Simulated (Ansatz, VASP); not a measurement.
# Cross-check of AlHW2CSNOF (F-AlN-H chair under W2COS MXene, AA) between VASP and Ansatz, part 2 of 2

One calculation is typed for both programs; each brings its own data sets. How far apart do they land? Of the first pair: The structure shown is the start of the Ansatz relaxation below; VASP solves that cell, so the two are compared at the walk's first step.

VASP 6.6.1 and Ansatz 0.2.0.

So far: The starting structure; Ansatz: relaxation, PBE with D3(BJ).

### Step 3. VASP: single point, PBE with D3(BJ), start cell, pair 1

Level of this step: PBE with D3(BJ), no spin polarisation; plane waves and PAW (H, N, Al, F, S, W, C, O) (VASP).

The same cell, functional, mesh and smearing now go to VASP, with its own data sets.

Lines of VASP's logs that name or quote its potential files are left out, and so is its time.

INCAR

```
SYSTEM = AlHW2CSNOF
PREC = Accurate
ENCUT = 520
EDIFF = 1E-06
NELM = 120
ISMEAR = -1
SIGMA = 0.05
LREAL = .FALSE.
ALGO = Normal
GGA = PE
IVDW = 12
NBANDS = 31
LASPH = .TRUE.
LORBIT = 11
LWAVE = .FALSE.
LCHARG = .FALSE.
ISIF = 2
LDIPOL = .TRUE.
IDIPOL = 3
DIPOL = 0.5 0.5 0.499
LVHAR = .TRUE.
GGA_COMPAT = .FALSE.
NELMDL = -8
KPAR = 2
```

POSCAR

```
AlHW2CSNOF
1.0
    3.1467040000      0.0000000000      0.0000000000
   -1.5733520000      2.7251260000      0.0000000000
    0.0000000000      0.0000000000     54.2072380000
H N Al F S W C O
1 1 1 1 1 2 1 1
Direct
    0.6666666055      0.3333332110      0.3929364562
    0.6666666055      0.3333332110      0.4117531316
    0.3333332110      0.6666664220      0.4235596730
    0.3333332110      0.6666664220      0.4563966163
    0.3333332110      0.6666664220      0.5089726210
    0.6666666055      0.3333332110      0.5411055992
    0.3333332110      0.6666664220      0.5866051504
    0.0000000000      0.0000000000      0.5638553656
    0.6666666055      0.3333332110      0.6070635438
```

KPOINTS

```
Automatic mesh
0
Gamma
12 12 1
0 0 0
```

PAW data sets: H, N, Al, F, S, W, C and O (PBE family, release 64).

Run with:

```bash
$ mpirun -np 2 vasp_std
```

Numbers of over 12 decimals in the logs are rounded to 6 here.

Log:

```text
[banner, memory and clock lines left out]
running    2 mpi-ranks, on    1 nodes
 distrk:  each k-point on    1 cores,    2 groups
 distr:  one band on    1 cores,    1 groups

 POSCAR found type information on POSCAR H N AlF S W C O
 POSCAR found :  8 types and       9 ions
 LDA part: xc-table for (Slater+PW92), standard interpolation
|                                                                             |
|           W    W    AA    RRRRR   N    N  II  N    N   GGGG   !!!           |
|           W    W   A  A   R    R  NN   N  II  NN   N  G    G  !!!           |
|           W    W  A    A  R    R  N N  N  II  N N  N  G       !!!           |
|           W WW W  AAAAAA  RRRRR   N  N N  II  N  N N  G  GGG   !            |
|           WW  WW  A    A  R   R   N   NN  II  N   NN  G    G                |
|           W    W  A    A  R    R  N    N  II  N    N   GGGG   !!!           |
|                                                                             |
|     One of the lattice vectors is very long (>50 A), but AMIN is rather     |
|     large. This can spoil convergence since charge sloshing might occur     |
|     along the long lattice vector. If problems with convergence are         |
|     observed, try to decrease AMIN to a smaller value (e.g. 0.01).          |
|     Note: This warning only applies if the self-consistency cycle is        |
|     used.                                                                   |
|                                                                             |

 POSCAR, INCAR and KPOINTS ok, starting setup
 FFT: planning ... GRIDC
 FFT: planning ... GRID_SOFT
 FFT: planning ... GRID
 WAVECAR not read
 entering main loop
       N       E                     dE             d eps       ncg     rms          rms(c)
DAV:   1     0.387814615750E+03    0.38781E+03   -0.15810E+04  1258   0.105E+03
DAV:   2    -0.109860197758E+02   -0.39880E+03   -0.38043E+03  1779   0.246E+02
DAV:   3    -0.786612634419E+02   -0.67675E+02   -0.66703E+02  1417   0.114E+02
DAV:   4    -0.810436972471E+02   -0.23824E+01   -0.23521E+01  1628   0.253E+01
DAV:   5    -0.810986947298E+02   -0.54997E-01   -0.54850E-01  1546   0.344E+00
DAV:   6    -0.811007828539E+02   -0.20881E-02   -0.20871E-02  1653   0.671E-01
DAV:   7    -0.811008785623E+02   -0.95708E-04   -0.95699E-04  1586   0.128E-01
DAV:   8    -0.811008838214E+02   -0.52591E-05   -0.52587E-05  1653   0.293E-02    0.422E+01
DAV:   9    -0.716584593445E+02    0.94424E+01   -0.59221E+01  1580   0.349E+01    0.159E+01
DAV:  10    -0.815241693225E+02   -0.98657E+01   -0.67337E+01  1908   0.404E+01    0.149E+01
DAV:  11    -0.888083611956E+02   -0.72842E+01   -0.28983E+02  1981   0.430E+01    0.327E+01
DAV:  12    -0.724703041892E+02    0.16338E+02   -0.14745E+02  1446   0.257E+01    0.122E+01
DAV:  13    -0.713200846224E+02    0.11502E+01   -0.10368E+01  1718   0.173E+01    0.510E+00
DAV:  14    -0.706195384940E+02    0.70055E+00   -0.47027E+00  1571   0.118E+01    0.285E+00
[...]
DAV:  30    -0.700076719107E+02    0.37013E-04   -0.12874E-05  1562   0.293E-02    0.257E-02
DAV:  31    -0.700076175958E+02    0.54315E-04   -0.22228E-05  1531   0.432E-02    0.201E-02
DAV:  32    -0.700075608027E+02    0.56793E-04   -0.57366E-05  1498   0.765E-02    0.109E-02
DAV:  33    -0.700075549938E+02    0.58089E-05   -0.37616E-05  1469   0.260E-02    0.799E-03
DAV:  34    -0.700075534475E+02    0.15463E-05   -0.19376E-06  1195   0.699E-03    0.699E-03
DAV:  35    -0.700075516921E+02    0.17553E-05   -0.31322E-07   991   0.498E-03    0.644E-03
DAV:  36    -0.700075459676E+02    0.57245E-05   -0.39527E-06  1365   0.216E-02    0.326E-03
DAV:  37    -0.700075452786E+02    0.68900E-06   -0.32101E-06  1348   0.920E-03
   1 F= -.71871546E+02 E0= -.71856703E+02  d E =-.296853E-01
```

Parts of OUTCAR (step 3):

```text
ion  position               nearest neighbor table
   1  0.667  0.333  0.393-   2 1.02
   2  0.667  0.333  0.412-   1 1.02   3 1.93   3 1.93   3 1.93
   3  0.333  0.667  0.424-   4 1.78   2 1.93   2 1.93   2 1.93
   4  0.333  0.667  0.456-   3 1.78
   5  0.333  0.667  0.509-   6 2.52   6 2.52   6 2.52
   6  0.667  0.333  0.541-   8 2.20   8 2.20   8 2.20   5 2.52   5 2.52   5 2.52   7 3.06   7 3.06
                             7 3.06
   7  0.333  0.667  0.587-   9 2.13   9 2.13   9 2.13   8 2.20   8 2.20   8 2.20   6 3.06   6 3.06
                             6 3.06
   8  0.000  0.000  0.564-   6 2.20   6 2.20   7 2.20   6 2.20   7 2.20   7 2.20
   9  0.667  0.333  0.607-   7 2.13   7 2.13   7 2.13

  LATTYP: Found a hexagonal cell.
 ALAT       =     3.1467040000
 C/A-ratio  =    17.2266720988

 Subroutine GETGRP returns: Found  6 space group operations
 (whereof  6 operations were pure point group operations)

The static configuration has the point symmetry C_3v.

 Found     19 irreducible k-points:

   k-points           NKPTS =     19   k-points in BZ     NKDIM =     19   number of bands    NBANDS=     31

   dimension x,y,z NGX =    24 NGY =   24 NGZ =  420
   dimension x,y,z NGXF=    48 NGYF=   48 NGZF=  840

   ENCUT  =  520.0 eV  38.22 Ry    6.18 a.u.   5.85  5.85100.79*2*pi/ulx,y,z

   NELECT =      44.0000    total number of electrons

 k-points in reciprocal lattice and weights: Automatic mesh
   0.00000000  0.00000000  0.00000000       0.007
   0.08333333  0.00000000  0.00000000       0.042
   0.16666667  0.00000000  0.00000000       0.042
   0.25000000 -0.00000000  0.00000000       0.042
   0.33333333  0.00000000  0.00000000       0.042
   0.41666667  0.00000000  0.00000000       0.042
   0.50000000 -0.00000000  0.00000000       0.021
   0.08333333  0.08333333  0.00000000       0.042
   0.16666667  0.08333333  0.00000000       0.083
[...]
0.33333333  0.25000000  0.00000000       0.083
   0.33333333  0.33333333  0.00000000       0.014

 dipolmoment           0.000000      0.000000      0.161524 electrons x Angstroem

 average (electrostatic) potential at core
       1 -43.1821       2 -72.0711       3 -83.2035       4 -81.1349       5 -93.6309
       6 -48.6194       7 -49.2392       8 -57.4523       9 -78.1963

 E-fermi :  -1.5348

 k-point     1 :       0.0000    0.0000    0.0000
  band No.  band energies     occupation
    ...
     20      -3.4702      2.00000
     21      -2.8306      2.00000
     22      -2.4399      2.00000
     23      -2.4399      2.00000
     24      -1.8205      1.99342
     25      -1.4169      0.17295
     26      -1.4169      0.17294
     27      -0.4706      0.00000
     28       0.0167      0.00000
     29       0.3663      0.00000
    ...

 k-point     2 :       0.0833    0.0000    0.0000
  band No.  band energies     occupation
    ...
     20      -3.6847      2.00000
     21      -3.1026      2.00000
     22      -2.2435      2.00000
     23      -2.0768      1.99996
     24      -1.6242      1.71352
     25      -1.3687      0.06967
     26      -1.2614      0.00841
     27      -0.2858      0.00000
     28       0.1648      0.00000
     29       0.2281      0.00000
    ...

 k-point     3 :       0.1667    0.0000    0.0000
  band No.  band energies     occupation
    ...
     19      -4.1265      2.00000
     20      -3.8536      2.00000
     21      -3.5625      2.00000
     22      -2.1182      1.99998
     23      -1.6963      1.92396
     24      -1.3281      0.03155
     25      -1.1497      0.00090
     26      -0.7186      0.00000
     27      -0.0429      0.00000
     28       0.3435      0.00000
    ...

 Edisp (eV)   -1.86400

  Total      -5.70246    -5.70246   -12.89007    -0.00000     0.00000    -0.00000
  in kB     -19.65499   -19.65500   -44.42895    -0.00000     0.00000    -0.00000
  external pressure =      -27.91 kB  Pullay stress =        0.00 kB

  energy-cutoff  :      520.00
  volume of cell :      464.84
      direct lattice vectors                 reciprocal lattice vectors
     3.146704000  0.000000000  0.000000000     0.317792840  0.183477755  0.000000000
    -1.573352000  2.725126000  0.000000000     0.000000000  0.366955510  0.000000000
     0.000000000  0.000000000 54.207238000     0.000000000  0.000000000  0.018447721

 POSITION                                       TOTAL-FORCE (eV/Angst)
 -----------------------------------------------------------------------------------
      1.57335      0.90837     21.30000         0.000000     -0.000000     -0.417084
      1.57335      0.90837     22.32000         0.000000      0.000000      0.720342
      0.00000      1.81675     22.96000         0.000000     -0.000000      2.360079
      0.00000      1.81675     24.74000        -0.000000     -0.000000     -2.791584
      0.00000      1.81675     27.59000        -0.000000     -0.000000      1.550270
      1.57335      0.90837     29.33184         0.000000     -0.000000      0.797435
      0.00000      1.81675     31.79824         0.000000     -0.000000     -2.188505
      0.00000      0.00000     30.56504         0.000000     -0.000000      0.277243
      1.57335      0.90837     32.90724         0.000000     -0.000000     -0.308196
 -----------------------------------------------------------------------------------
    total drift:                               -0.000000      0.002247     -0.000096

  FREE ENERGIE OF THE ION-ELECTRON SYSTEM (eV)
  ---------------------------------------------------
  free  energy   TOTEN  =       -71.8715457507 eV

  energy  without entropy=      -71.8418604451  energy(sigma->0) =      -71.85670310

 vacuum level on the upper side and lower side of the slab         4.053         0.645

 total charge
# of ion       s       p       d       tot
------------------------------------------
    1        0.633   0.087   0.000   0.720
    2        1.225   2.673   0.000   3.898
    3        0.354   0.400   0.000   0.754
    4        1.742   4.333   0.000   6.075
    5        1.379   2.278   0.000   3.657
    6        0.541   0.688   4.139   5.368
    7        0.523   0.701   4.035   5.259
    8        0.858   1.559   0.000   2.417
    9        1.570   3.393   0.000   4.963
--------------------------------------------------
tot          8.827  16.111   8.174  33.112

[... 3 further parts left out ...]
```

This run has no spin polarisation, so a moment on W, if there is one, isn't seen. The data set W keeps the semicore shell frozen, which is cheaper and a little less accurate.

### Step 4. Differences

Known differences besides the potentials themselves: Ansatz cuts the interaction across the vacuum, VASP repeats the sheet with a dipole correction; the data sets hold 60 valence electrons in Ansatz (on its default PAW (the set named soft_2) files) and 44 in VASP; the cutoff is 420 eV in Ansatz and 520 eV in VASP. Total energies have different zeros and are not compared.

Forces (eV/Å; atoms numbered as in POSCAR):

```csv
atom,"Ansatz x, y, z","VASP x, y, z"
H1,"0.000, 0.000, -0.401","0.000, 0.000, -0.417"
N2,"0.000, 0.000, 0.702","0.000, 0.000, 0.720"
Al3,"0.000, 0.000, 2.436","0.000, 0.000, 2.360"
F4,"0.000, 0.000, -2.869","0.000, 0.000, -2.792"
S5,"0.000, 0.000, 1.491","0.000, 0.000, 1.550"
W6,"0.000, 0.000, 0.828","0.000, 0.000, 0.797"
W7,"0.000, 0.000, -2.185","0.000, 0.000, -2.189"
C8,"0.000, 0.000, 0.307","0.000, 0.000, 0.277"
O9,"0.000, 0.000, -0.309","0.000, 0.000, -0.308"
```

The forces differ by 26 meV/Å r.m.s., which is 2.8 % of the r.m.s. force of 0.904 eV/Å (both taken over all components). With vacuum in the cell, a pressure given here is an average over mostly empty space and none of the material.

### Step 5. Ansatz: relaxation, PBE with D3(BJ)

This run makes the geometry at which the two programs are then compared.

The structure compared here is the end of the Ansatz relaxation.

input.yaml

```yaml
crystal:
  lattice:
    - [3.146704, 0.0, 0.0]
    - [-1.573352, 2.7251256022, 0.0]
    - [0.0, 0.0, 54.2072382421]
  atoms:
    - { symbol: H, position: [0.6666666667, 0.3333333333, 0.3929364544] }
    - { symbol: "N", position: [0.6666666667, 0.3333333333, 0.4117531297] }
    - { symbol: Al, position: [0.3333333333, 0.6666666667, 0.4235596711] }
    - { symbol: F, position: [0.3333333333, 0.6666666667, 0.4563966142] }
    - { symbol: S, position: [0.3333333333, 0.6666666667, 0.5089726187] }
    - { symbol: W, position: [0.6666666667, 0.3333333333, 0.5411055916] }
    - { symbol: C, position: [0.0, 0.0, 0.5638553714] }
    - { symbol: W, position: [0.3333333333, 0.6666666667, 0.5866051511] }
    - { symbol: O, position: [0.6666666667, 0.3333333333, 0.6070635456] }
  periodic: [true, true, false]
kpoints:
  mp_grid: { grid: [12, 12, 1] }
hamiltonian:
  xc: pbe
  dispersion: d3bj
scf:
  occupations: { method: fermi_dirac, width: 0.05 }
  convergence: { dr2_threshold: 1.0e-09 }
relax:
  f_tol: 0.004
  max_steps: 90
  cell: {}
output:
  write_potential: true
  write_density: true
  volumetric_format: npy
```

Run with:

```bash
$ ansatz run input.yaml --threads 4 --pin off --max-ram 6144MiB --backend cpu --events-out ev --progress --plain --runs-dir out
```

Log:

```text
[...]
Crystal: 9 atoms, lattice volume = 464.836 Å³
Basis set: ecut = 420 eV, 9001 PW (Γ), exchange–correlation on 48×48×750 points (8 copies of the dense FFT grid, shifted against one another)
Bands: 39, of which v1, the nominal top of the filled ones, is band 30 counted from 1 (29 counted from 0)
Symmetry: 6 space group operations
[...]
- { symbol: N, position: [0.666667, 0.333333, 0.412842] }
    - { symbol: Al, position: [0.333333, 0.666667, 0.424467] }
    - { symbol: F, position: [0.333333, 0.666667, 0.454863] }
    - { symbol: S, position: [0.333333, 0.666667, 0.512385] }
    - { symbol: W, position: [0.666667, 0.333333, 0.542811] }
    - { symbol: C, position: [0, 0, 0.563604] }
    - { symbol: W, position: [0.333333, 0.666667, 0.583392] }
    - { symbol: O, position: [0.666667, 0.333333, 0.604032] }
[key lines of the parts left out:]
SCF converged after 17 iterations
Free energy (F): -24241.547600 eV
Fermi energy:    -3.874199 eV
P = ½ c Tr σ = 0.0127 N/m
```

### Step 6. VASP: single point, PBE with D3(BJ), relaxed cell, pair 2

The same cell, functional, mesh and smearing now go to VASP, with its own data sets.

INCAR is that of step 3.

POSCAR

```
AlHW2CSNOF
1.0
    3.1520731106      0.0000000000      0.0000000000
   -1.5760365553      2.7297753883      0.0000000000
    0.0000000000      0.0000000000     54.2072382421
H N Al F S W C O
1 1 1 1 1 2 1 1
Direct
    0.6666666667      0.3333333333      0.3938527917
    0.6666666667      0.3333333333      0.4128423707
    0.3333333333      0.6666666667      0.4244668446
    0.3333333333      0.6666666667      0.4548629797
    0.3333333333      0.6666666667      0.5123846640
    0.6666666667      0.3333333333      0.5428109276
    0.3333333333      0.6666666667      0.5833915554
    0.0000000000      0.0000000000      0.5636042129
    0.6666666667      0.3333333333      0.6040318013
```

KPOINTS is that of step 3.

Run with:

```bash
$ mpirun -np 2 vasp_std
```

Log:

```text
[banner, memory and clock lines left out]
running    2 mpi-ranks, on    1 nodes
[...]
LDA part: xc-table for (Slater+PW92), standard interpolation
 [... a notice as in an earlier step ...]

 POSCAR, INCAR and KPOINTS ok, starting setup
[...]
entering main loop
       N       E                     dE             d eps       ncg     rms          rms(c)
DAV:   1     0.388531695740E+03    0.38853E+03   -0.16079E+04  1266   0.106E+03
DAV:   2    -0.137517069935E+02   -0.40228E+03   -0.38309E+03  1800   0.248E+02
DAV:   3    -0.794129988450E+02   -0.65661E+02   -0.64677E+02  1438   0.114E+02
DAV:   4    -0.816138260759E+02   -0.22008E+01   -0.21708E+01  1590   0.244E+01
[...]
DAV:  32    -0.706608738091E+02   -0.55665E-05   -0.18150E-06   902   0.666E-03    0.191E-03
DAV:  33    -0.706608757629E+02   -0.19538E-05   -0.70678E-07  1040   0.380E-03    0.168E-03
DAV:  34    -0.706608762504E+02   -0.48751E-06   -0.88123E-08   958   0.199E-03
   1 F= -.72568988E+02 E0= -.72564263E+02  d E =-.945068E-02
```

From OUTCAR (step 6):

```text
 Edisp (eV)   -1.90811

  Total      -0.22916    -0.22916     0.05305    -0.00000     0.00000     0.00000
  in kB      -0.78716    -0.78716     0.18224    -0.00000     0.00000     0.00000
  external pressure =       -0.46 kB  Pullay stress =        0.00 kB

 POSITION                                       TOTAL-FORCE (eV/Angst)
 -----------------------------------------------------------------------------------
      1.57604      0.90993     21.34967         0.000000     -0.000000     -0.018996
      1.57604      0.90993     22.37904         0.000000     -0.000000      0.012219
     -0.00000      1.81985     23.00918         0.000000     -0.000000     -0.150763
     -0.00000      1.81985     24.65687        -0.000000     -0.000000      0.159718
     -0.00000      1.81985     27.77496         0.000000      0.000000      0.032357
      1.57604      0.90993     29.42428         0.000000     -0.000000      0.012768
     -0.00000      1.81985     31.62405         0.000000     -0.000000     -0.054861
      0.00000      0.00000     30.55143         0.000000     -0.000000     -0.019892
      1.57604      0.90993     32.74290        -0.000000      0.000000      0.027451
 -----------------------------------------------------------------------------------
    total drift:                               -0.000000     -0.000000     -0.000601

  FREE ENERGIE OF THE ION-ELECTRON SYSTEM (eV)
  ---------------------------------------------------
  free  energy   TOTEN  =       -72.5689881815 eV

  energy  without entropy=      -72.5595375027  energy(sigma->0) =      -72.56426284

[... 1 part as in an earlier step ...]

[... 2 further parts left out ...]
[key lines of the parts left out:]
E-fermi :  -1.6165
```

### Step 7. Differences

What differs besides the data sets and the points named for the pairs above, as far as they apply: the data sets hold 60 valence electrons in Ansatz (on its default PAW (the set named soft_2) files) and 44 in VASP. Total energies have different zeros and are not compared.

Forces (eV/Å; atoms numbered as in POSCAR):

| atom | Ansatz x, y, z | VASP x, y, z |
| --- | --- | --- |
| H1 | 0.000, 0.000, 0.001 | 0.000, 0.000, -0.019 |
| N2 | 0.000, 0.000, -0.001 | 0.000, 0.000, 0.012 |
| Al3 | 0.000, 0.000, 0.001 | 0.000, 0.000, -0.151 |
| F4 | 0.000, 0.000, 0.000 | 0.000, 0.000, 0.160 |
| S5 | 0.000, 0.000, 0.000 | 0.000, 0.000, 0.032 |
| W6 | 0.000, 0.000, 0.000 | 0.000, 0.000, 0.013 |
| W7 | 0.000, 0.000, -0.001 | 0.000, 0.000, -0.055 |
| C8 | 0.000, 0.000, 0.002 | 0.000, 0.000, -0.020 |
| O9 | 0.000, 0.000, 0.000 | 0.000, 0.000, 0.027 |

The forces differ by 45 meV/Å r.m.s., where the r.m.s. force is 0.000 eV/Å in Ansatz and 0.045 eV/Å in VASP: the atoms lie near their places of rest in Ansatz, so a percentage would say little (all taken over all components). With vacuum in the cell, a pressure given here is an average over mostly empty space and none of the material.

### Step 8. Further runs

Further runs change the set-up of one program: Ansatz's method, potentials or start, or VASP's data sets, cutoff or form of LDA. The table gives that difference for each run.

```csv
run,r.m.s. force difference (meV/Å)
as above,45
"VASP with the data sets H, N, Al, F, S, W_sv, C and O",50
```

### Step 9. What came out

| Item | Value |
| --- | --- |
| r.m.s. force difference (single point, PBE with D3(BJ), start cell, pair 1) | 2.8 % of the r.m.s. force |
| r.m.s. force difference (single point, PBE with D3(BJ), relaxed cell, pair 2) | 45 meV/Å |

What this shows: The r.m.s. force difference is 45 meV/Å (single point, PBE with D3(BJ), relaxed cell, pair 2), beyond the 12 meV/Å picked in this series as the mark of a large difference. The data sets hold unlike numbers of valence electrons (60 in Ansatz and 44 in VASP), so part of the differences comes from the potentials. For single point, PBE with D3(BJ), relaxed cell, pair 2, no further run moves any of the tabulated differences by more than a quarter of its size. How closely two codes agree says nothing of how well the functional describes the real material.

[Lines on the potential files, build, host, timing and source positions are cut from VASP's logs without a mark.]

[Logs are printed without paths, hosts, clocks, repeated set-up lines and the standing remarks that a program may print on its own settings, such as how far it seeks lower states.]

[Hosts, paths, dates, database ids (printed as entryN), source tags and the programs' standing remarks are cut or masked in the printed files.]
